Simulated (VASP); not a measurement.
Level of theory: PBEsol GGA, VASP's PBE PAW potentials (set 64) (plane waves; VASP).

Input for VASP

### KPOINTS
```
kpoints
0
G
  12 12 6
0 0 0
```

### INCAR
```
! general
SYSTEM =HfB
PREC   =Accurate
ENCUT  =520
LREAL  =.FALSE.
LASPH  =.TRUE.

! electronic loop
EDIFF  =1E-7
NELM   =100
ALGO   =Normal
LMAXMIX=6

! smearing
ISMEAR =-5

! functional
GGA    =PS

! ions
ISIF   =2

! output
LWAVE  =.FALSE.
LCHARG =.TRUE.
LORBIT =11
NEDOS  =601

! other
LEFG   =.TRUE.
```

POSCAR:
```
HfB
1
    3.3061066907     0.0000000000     0.0000000000
   -1.6530533453     2.8631725550    -0.0000000000
   -0.0000000000    -0.0000000000     6.0959113183
Hf B
2 2
Direct
  0.0000000000   0.0000000000   0.0000000000
  0.0000000000   0.0000000000   0.5000000000
  0.3333330000   0.6666670000   0.2500000000
  0.6666670000   0.3333330000   0.7500000000
```

POTCAR, in this order: Hf_pv B (PBE.64 set). Program: vasp_std.

The run wrote:

OSZICAR:
```
       N       E                     dE             d eps       ncg     rms          rms(c)
DAV:   1     0.716488941356E+02    0.71649E+02   -0.14254E+04  2592   0.144E+03
DAV:   2    -0.352246332711E+02   -0.10687E+03   -0.10552E+03  3412   0.301E+02
DAV:   3    -0.383463997113E+02   -0.31218E+01   -0.30849E+01  3265   0.374E+01
DAV:   4    -0.383831799883E+02   -0.36780E-01   -0.36759E-01  3247   0.441E+00
DAV:   5    -0.383834858881E+02   -0.30590E-03   -0.30490E-03  3327   0.382E-01    0.762E+01
DAV:   6    -0.351825554570E+02    0.32009E+01   -0.15197E+01  2844   0.164E+01    0.484E+01
DAV:   7    -0.351319390441E+02    0.50616E-01   -0.12665E+00  3341   0.660E+00    0.679E+00
DAV:   8    -0.350988617686E+02    0.33077E-01   -0.21603E-01  2937   0.211E+00    0.925E-01
DAV:   9    -0.350984456464E+02    0.41612E-03   -0.53559E-03  2976   0.567E-01    0.485E-01
DAV:  10    -0.350983048781E+02    0.14077E-03   -0.21969E-04  3183   0.939E-02    0.134E-01
DAV:  11    -0.350983288562E+02   -0.23978E-04   -0.80369E-06  3254   0.199E-02    0.713E-02
DAV:  12    -0.350983330729E+02   -0.42168E-05   -0.10546E-06  2836   0.796E-03    0.342E-03
DAV:  13    -0.350983309711E+02    0.21018E-05   -0.99085E-08  1612   0.243E-03    0.404E-03
DAV:  14    -0.350983303560E+02    0.61507E-06   -0.16587E-08  1506   0.102E-03    0.652E-04
DAV:  15    -0.350983304709E+02   -0.11489E-06   -0.16620E-09  1472   0.311E-04    0.104E-04
DAV:  16    -0.350983305096E+02   -0.38670E-07   -0.32667E-10  1434   0.133E-04
   1 F= -.35098331E+02 E0= -.35098331E+02  d E =0.000000E+00
```

OUTCAR:
```
------------------------ aborting loop because EDIFF is reached ----------------------------------------
  FORCE on cell =-STRESS in cart. coord.  units (eV):
  Direction    XX          YY          ZZ          XY          YZ          ZX
  --------------------------------------------------------------------------------------
  Total        0.0245446      0.0245446     -0.3536671      0.0000000      0.0000000      0.0000000
  in kB        0.6814961      0.6814962     -9.8197897      0.0000000      0.0000000      0.0000000
  external PRESSURE =      -2.8189325 kB  Pullay stress =       0.0000000 kB
  volume of cell :       57.70
      direct lattice vectors                 reciprocal lattice vectors
     3.306106691  0.000000000  0.000000000     0.302470577  0.174631459  0.000000000
    -1.653053345  2.863172555  0.000000000     0.000000000  0.349262918  0.000000000
     0.000000000  0.000000000  6.095911318     0.000000000  0.000000000  0.164044381
 POSITION                                       TOTAL-FORCE (eV/Angst)
 -----------------------------------------------------------------------------------
      0.00000      0.00000      0.00000        -0.000000      0.000000      0.000000
      0.00000      0.00000      3.04796         0.000000      0.000000      0.000000
     -0.00000      1.90878      1.52398         0.000000     -0.000000      0.000000
      1.65305      0.95439      4.57193        -0.000000      0.000000      0.000000
 -----------------------------------------------------------------------------------
    total drift:                               -0.000000      0.000000      0.000000
  FREE ENERGIE OF THE ION-ELECTRON SYSTEM (eV)
  ---------------------------------------------------
  free  energy   TOTEN  =       -35.0983305096 eV

  energy  without entropy=      -35.0983305096  energy(sigma->0) =      -35.09833051

 total charge

# of ion       s       p       d       tot
------------------------------------------
    1        0.359   6.520   1.674   8.553
    2        0.359   6.520   1.674   8.553
    3        0.748   1.033   0.000   1.781
    4        0.748   1.033   0.000   1.781
--------------------------------------------------
tot          2.213  15.106   3.349  20.668
```
(Selected blocks of OUTCAR.)

For a metal the tetrahedron method with Blöchl corrections gives inexact stress and forces.

The structure was generated: HfB was put into the NiAs type type (P6_3/mmc), which need not be its known phase. It was relaxed first, which changed the volume by -32 %.
